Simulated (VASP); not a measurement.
Calculation: PBEsol GGA, VASP's PBE PAW potentials (set 64) (plane waves; VASP 6.6.1).

VASP ran on this input.

### KPOINTS
```
Automatic
0
gamma
 10 10 10
0 0 0
```

### POSCAR
```
HfO2
1
    0.0000000000     2.5104730945     2.5104730945
    2.5104730945     0.0000000000     2.5104730945
    2.5104730945     2.5104730945     0.0000000000
Hf O
1 2
Direct
  0.0000000000   0.0000000000   0.0000000000
  0.2500000000   0.2500000000   0.2500000000
  0.7500000000   0.7500000000   0.7500000000
```

**INCAR**
```
EDIFF=1E-5   ! SCF stop (eV)
EDIFFG=-0.03   ! ionic stop
PREC=Normal
NELMIN=4
ALGO=Fast
ISIF=2   ! forces and stress, cell fixed
LMAXMIX=6
ENCUT=450   ! plane-wave cut-off (eV)
LASPH=.TRUE.   ! aspherical one-centre terms
NSW=20
NELM=100   ! most electronic steps
IBRION=2   ! conjugate gradients
LREAL=.FALSE.   ! projection in real space or not
ISMEAR=0   ! Gaussian
LWAVE=.FALSE.
LCHARG=.FALSE.
SYSTEM=HfO2
GGA=PS   ! PBEsol
SIGMA=0.05   ! width (eV)
```

POTCAR, in this order: Hf_pv O (PBE.64 set). Program: vasp_std.

The run wrote:

OSZICAR:
```
       N       E                     dE             d eps       ncg     rms          rms(c)
DAV:   1     0.854875057840E+02    0.85488E+02   -0.12106E+04  1418   0.130E+03
DAV:   2    -0.338338665653E+02   -0.11932E+03   -0.11501E+03  1802   0.301E+02
DAV:   3    -0.368316211191E+02   -0.29978E+01   -0.29956E+01  1697   0.480E+01
DAV:   4    -0.368479284250E+02   -0.16307E-01   -0.16305E-01  1851   0.384E+00
DAV:   5    -0.368480591692E+02   -0.13074E-03   -0.13074E-03  1739   0.304E-01    0.526E+01
RMM:   6    -0.316432836060E+02    0.52048E+01   -0.19558E+01  1410   0.276E+01    0.397E+01
RMM:   7    -0.316637864425E+02   -0.20503E-01   -0.26038E+00  1427   0.952E+00    0.267E+01
RMM:   8    -0.316652053871E+02   -0.14189E-02   -0.44771E-01  1410   0.589E+00    0.436E+00
RMM:   9    -0.316513273362E+02    0.13878E-01   -0.17192E-01  1411   0.278E+00    0.235E+00
RMM:  10    -0.316489748055E+02    0.23525E-02   -0.15539E-02  1428   0.814E-01    0.106E+00
RMM:  11    -0.316487326147E+02    0.24219E-03   -0.46583E-03  1425   0.431E-01    0.177E-01
RMM:  12    -0.316488092714E+02   -0.76657E-04   -0.10017E-03  1433   0.188E-01    0.191E-01
RMM:  13    -0.316487703554E+02    0.38916E-04   -0.32279E-04  1420   0.113E-01    0.449E-02
RMM:  14    -0.316487675985E+02    0.27570E-05   -0.43190E-05  1072   0.474E-02
   1 F= -.31648768E+02 E0= -.31648768E+02  d E =-.316488E+02
```

OUTCAR:
```
------------------------ aborting loop because EDIFF is reached ----------------------------------------
  FORCE on cell =-STRESS in cart. coord.  units (eV):
  Direction    XX          YY          ZZ          XY          YZ          ZX
  --------------------------------------------------------------------------------------
  Total       -0.2654596     -0.2654596     -0.2654596      0.0000000      0.0000000     -0.0000000
  in kB      -13.4404052    -13.4404052    -13.4404052      0.0000000      0.0000000     -0.0000000
  external PRESSURE =     -13.4404052 kB  Pullay stress =       0.0000000 kB
  volume of cell :       31.64
      direct lattice vectors                 reciprocal lattice vectors
     0.000000000  2.510473095  2.510473095    -0.199165648  0.199165648  0.199165648
     2.510473095  0.000000000  2.510473095     0.199165648 -0.199165648  0.199165648
     2.510473095  2.510473095  0.000000000     0.199165648  0.199165648 -0.199165648
 POSITION                                       TOTAL-FORCE (eV/Angst)
 -----------------------------------------------------------------------------------
      0.00000      0.00000      0.00000        -0.000000      0.000000     -0.000000
      1.25524      1.25524      1.25524        -0.000000     -0.000000     -0.000000
      3.76571      3.76571      3.76571         0.000000      0.000000      0.000000
 -----------------------------------------------------------------------------------
    total drift:                                0.000000      0.000000      0.000000
  FREE ENERGIE OF THE ION-ELECTRON SYSTEM (eV)
  ---------------------------------------------------
  free  energy   TOTEN  =       -31.6487675985 eV

  energy  without entropy=      -31.6487675985  energy(sigma->0) =      -31.64876760

 reached required accuracy - stopping structural energy minimisation
```
(Selected blocks of OUTCAR.)

At this cut-off the stress carries a Pulay error, which pulls relaxed volumes low.

The compound is HfO2 in the fluorite structure, the high-temperature cubic form, which is unstable at 0 K; the monoclinic form is the stable one. It was relaxed first.
